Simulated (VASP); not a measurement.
NaI (rock salt), at 0.96 of the tabulated volume:

```yaml
crystal:
  lattice:
    - [0.00000, 3.19128, 3.19128]
    - [3.19128, 0.00000, 3.19128]
    - [3.19128, 3.19128, 0.00000]
  atoms:
    - { symbol: Na, position: [0.00000, 0.00000, 0.00000] }
    - { symbol: I, position: [0.50000, 0.50000, 0.50000] }
```

The lowest empty band near Γ, direction [110], from PBE with spin-orbit coupling in VASP (PAW); its two spin partners are averaged. The gap over the points computed is 3.42 eV, and the next band on that side lies 4.15 eV away at the edge.

Settings: 400 eV cut-off, 8×8×8 Γ-centred mesh, Gaussian smearing of 0.050 eV, potentials Na_pv I.

```json
[
 {"distance from the edge in k (1/Å)": "0.018", "distance in energy (meV)": "4.8"},
 {"distance from the edge in k (1/Å)": "0.025", "distance in energy (meV)": "9.2"},
 {"distance from the edge in k (1/Å)": "0.035", "distance in energy (meV)": "17.9"},
 {"distance from the edge in k (1/Å)": "0.050", "distance in energy (meV)": "36.3"},
 {"distance from the edge in k (1/Å)": "0.070", "distance in energy (meV)": "70.4"}
]
```

Question: Fit E(1 + αE) = ħ²k²/2m* (ħ²/2m0 = 3.810 eV Å²) and predict the row at 0.095 1/Å.

Answer: Least squares on the energies gives the electron mass m* = 0.259 m0 and α = 0.34 per eV, and so 127.3 meV. The run gave 127.3 meV, +0.0 meV from the fit.

Left out are points under 3 meV from the edge, since the levels carry 0.1 meV, and points farther than half the way to the next band.

The compound is NaI in the rock salt structure. The cell was not relaxed at this level.
